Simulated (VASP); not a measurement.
Output of a VASP run:

**OSZICAR**
```
       N       E                     dE             d eps       ncg     rms          rms(c)
DAV:   1    -0.168792011049E+01   -0.16879E+01   -0.80463E+02  1245   0.319E+02
DAV:   2    -0.354465299712E+01   -0.18567E+01   -0.16842E+01  1535   0.288E+01
DAV:   3    -0.356249470827E+01   -0.17842E-01   -0.17840E-01  1610   0.335E+00
DAV:   4    -0.356255538532E+01   -0.60677E-04   -0.60677E-04  1570   0.190E-01
DAV:   5    -0.356255573352E+01   -0.34820E-06   -0.34715E-06  1670   0.121E-02    0.160E+00
DAV:   6    -0.355075605768E+01    0.11800E-01   -0.17761E-03  1455   0.360E-01    0.922E-01
DAV:   7    -0.354163304902E+01    0.91230E-02   -0.53975E-03  1440   0.581E-01    0.168E-01
DAV:   8    -0.354162043572E+01    0.12613E-04   -0.22109E-05  1530   0.486E-02    0.152E-02
DAV:   9    -0.354161788151E+01    0.25542E-05   -0.13412E-06  1545   0.843E-03    0.118E-03
DAV:  10    -0.354161748877E+01    0.39274E-06   -0.61952E-09  1145   0.856E-04    0.925E-04
DAV:  11    -0.354161739349E+01    0.95280E-07   -0.39188E-10   750   0.198E-04
   1 F= -.35416174E+01 E0= -.35414213E+01  d E =-.588331E-03
```

File OUTCAR:
```
------------------------ aborting loop because EDIFF is reached ----------------------------------------
  FORCE on cell =-STRESS in cart. coord.  units (eV):
  Direction    XX          YY          ZZ          XY          YZ          ZX
  --------------------------------------------------------------------------------------
  Total       -0.4142553     -0.4142553     -0.4142553      0.0000000      0.0000000     -0.0000000
  in kB      -37.6081137    -37.6081137    -37.6081137      0.0000000      0.0000000     -0.0000000
  external PRESSURE =     -37.6081137 kB  Pullay stress =       0.0000000 kB
  volume of cell :       17.65
      direct lattice vectors                 reciprocal lattice vectors
     0.000000000  2.066438029  2.066438029    -0.241962252  0.241962252  0.241962252
     2.066438029  0.000000000  2.066438029     0.241962252 -0.241962252  0.241962252
     2.066438029  2.066438029  0.000000000     0.241962252  0.241962252 -0.241962252
 POSITION                                       TOTAL-FORCE (eV/Angst)
 -----------------------------------------------------------------------------------
      0.00000      0.00000      0.00000        -0.000000      0.000000      0.000000
 -----------------------------------------------------------------------------------
    total drift:                               -0.000000      0.000000      0.000000
  FREE ENERGIE OF THE ION-ELECTRON SYSTEM (eV)
  ---------------------------------------------------
  free  energy   TOTEN  =        -3.5416173935 eV

  energy  without entropy=       -3.5410290625  energy(sigma->0) =       -3.54142128
```
(Selected blocks of OUTCAR.)

**POSCAR**
```
Al
1
    0.0000000000     2.0664380295     2.0664380295
    2.0664380295     0.0000000000     2.0664380295
    2.0664380295     2.0664380295     0.0000000000
Al
1
Direct
  0.0000000000   0.0000000000   0.0000000000
```

**Question.** Reconstruct the remaining input files.

**Answer.** One answer among several that fit: the input of the run itself, revPBE GGA, plane waves, VASP's PBE PAW potentials (set 64).

**INCAR**
```
ISMEAR  =  1
LASPH  =  T   # aspherical one-centre terms
ENCUT  =  520   # plane-wave cut-off (eV)
LCHARG  =  F
GGA  =  RE   # revPBE
SIGMA  =  0.1   # width (eV)
ISIF  =  2
PREC  =  Accurate
LREAL  =  F   # projection in real space or not
ALGO  =  Normal
LWAVE  =  F
SYSTEM  =  Al
NELM  =  100
EDIFF  =  1E-7   # SCF stop (eV)
```

**KPOINTS**
```
kpoints
0
G
 15 15 15
0 0 0
```

POTCAR, in this order: Al (PBE.64 set). Program: vasp_std.

The compound is Al in the fcc structure. This cell is one point of a volume scan, at 1.06 of the reference volume.
